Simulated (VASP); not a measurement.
Write the native input for VASP 6.6.1 that does the following.

| Property | Result |
| --- | --- |
| Task | single point |
| Functional | PBE |
| Potentials or basis | VASP PAW PBE potentials, release 64 (Tl_d, Co, F) |
| Cutoff | 520 eV |
| k mesh | 9 × 9 × 6 |
| Occupations | fermi-dirac, width 0.0374 eV |
| Spin | no spin polarisation |
| Dipole correction | no |
| Further INCAR settings | ALGO = Fast; EDIFF = 1e-06; NBANDS = 34 |

The structure of TlCoF4 lies in POSCAR:

```
TlCoF4
1.0
    3.6204294000      0.0000000000      0.0000000000
    0.0000000000      3.6204294000      0.0000000000
    0.0000000000      0.0000000000      6.3884027000
Tl Co F
1 1 4
Direct
    0.0000000000      0.0000000000      0.0000000000
    0.5000000000      0.5000000000      0.5000000000
    0.5000000000      0.0000000000      0.5000000000
    0.0000000000      0.5000000000      0.5000000000
    0.5000000000      0.5000000000      0.2150000000
    0.5000000000      0.5000000000      0.7850000000
```

The cell was built by a generator and needn't be a form met in nature.

The input as run:

INCAR

```
ALGO = Fast ; EDIFF = 1E-6
ENCUT = 520 ; GGA = PE
ISIF = 2 ; ISMEAR = -1
LASPH = T ; LCHARG = F
LREAL = F ; LWAVE = F
NBANDS = 34 ; NELM = 100
PREC = Accurate ; SIGMA = 0.0374
```

KPOINTS

```
k-points
0
Gamma
  9 9 6
```

Potentials or basis: VASP PAW PBE potentials, release 64 (Tl_d, Co, F).

Command:

```bash
$ cat potpaw_PBE.64/Tl_d/POTCAR potpaw_PBE.64/Co/POTCAR potpaw_PBE.64/F/POTCAR > POTCAR
$ mpirun -np 1 vasp_std > vasp.out
```

Results of the run:

| Item | Value |
| --- | --- |
| Pressure | 7.9 GPa |
| Largest force | 0.445 eV/Å |
| Band gap on the k mesh | none (metal or under the smearing width) |

Caveat: the run has no spin polarisation, though such a crystal can be magnetic; semilocal functionals often make such compounds metallic where correlation or magnetic order opens a gap, which also shifts bond lengths.

It took 85 s on 1 thread of Intel(R) Xeon(R) Platinum 8559C (Emerald Rapids) (shared host), peak memory 0.28 GiB.
